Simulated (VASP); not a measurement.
These are PW91 GGA, VASP's PBE PAW potentials (set 64) (plane waves; VASP) values and carry that method's errors. For the first row: Numerical set-up: 520 eV cut-off, 6×6×3 Γ-centred mesh, Gaussian smearing of 0.050 eV, potentials Cd Se.

```json
[
 {"system": "CdSe (wurtzite)", "energy (eV/atom)": "-2.7725"},
 {"system": "Cd atom", "energy (eV/atom)": "-0.0048"},
 {"system": "Se atom", "energy (eV/atom)": "-0.7841"}
]
```

Atoms are spin-polarised in a large box without symmetry, with the spin fixed by Hund's rule, and may not be in the lowest state of each functional; no zero-point energy is added.

What is the cohesive energy per atom of CdSe?

The references average (2×(-0.0048) + 2×(-0.7841))/4 = -0.3945 eV, so the cohesive energy is -0.3945 − (-2.7725) = 2.378 eV/atom.
